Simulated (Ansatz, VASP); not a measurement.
Sr3Cd: VASP beside Ansatz

```
Sr Cd
1.0
     5.08844    0.00000    0.00000
     0.00000    5.08844    0.00000
     0.00000    0.00000    5.08844
Sr Cd
3 1
Direct
  0.00000 0.50000 0.50000
  0.50000 0.00000 0.50000
  0.50000 0.50000 0.00000
  0.00000 0.00000 0.00000
```

Change from the starting cell: species swapped into the Dy3Al type (Pm-3m, No. 221).

Alike in both runs: task single point; functional PBE; k mesh 4 × 4 × 4; occupations gaussian, width 0.1 eV; no spin polarisation.

```csv
,VASP,Ansatz
version,VASP 6.6.1,Ansatz 0.2.0
potentials or method,"VASP PAW PBE potentials, release 64 (Sr_sv, Cd)","scalar-relativistic, plane waves, PAW"
plane-wave cutoff (eV),520,420
valence electrons in the cell,42,50
```

```csv
,VASP,Ansatz,Ansatz less VASP
gap on the k mesh at the Fermi level (eV),none,none,-
pressure (GPa),6.2,6.1,-0.07
```

A gap of «none» marks a metal or a gap that the smearing closes. The two sets of potentials don't hold the same shells in valence.
